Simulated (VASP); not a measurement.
```xyz
2
Lattice="1.1329 -1.9622 0.0000 1.1329 1.9622 0.0000 0.0000 0.0000 3.5613" Properties=species:S:1:pos:R:3 pbc="T T T"
Be     1.1329     0.6541     0.8903
Be     1.1329    -0.6541     2.6709
```

Level of theory: r2SCAN meta-GGA, VASP's PBE PAW potentials (set 64) (plane waves; VASP). Run with 480 eV cut-off, 18×18×10 Γ-centred mesh, first-order Methfessel-Paxton smearing of 0.10 eV, potentials Be.

Energy and stress use the plane-wave basis of the starting cell.

**Question.** The ions, cell shape and volume at an external pressure of 10.0 GPa are relaxed. Which structure does the run end with?

**Answer.** 
```xyz
2
Lattice="1.1025 -1.9097 0.0000 1.1025 1.9097 0.0000 0.0000 0.0000 3.4994" Properties=species:S:1:pos:R:3 pbc="T T T"
Be     1.1025     0.6366     0.8749
Be     1.1025    -0.6366     2.6246
```
Space group P6_3/mmc (194), at a tolerance of 0.03 Å.

**Question.** How do energy and volume change from the first to the last step?

**Answer.** The energy (σ→0) changes by +15.8 meV/atom and the volume by -6.9 %, in 4 ionic steps.

```
step  E(σ→0) (eV)  max force (eV/Å)  pressure (GPa)  volume (Å³)
----  -----------  ----------------  --------------  -----------
1         -8.6764             0.000            0.01        15.83
2         -8.6442             0.000           10.10        14.73
3         -8.6444             0.000           10.07        14.73
4         -8.6447             0.000           10.00        14.74
```

The compound is Be in the hcp structure. This run relaxes it under an external pressure of 10 GPa. Symmetry was kept, so distortions that lower it aren't found.
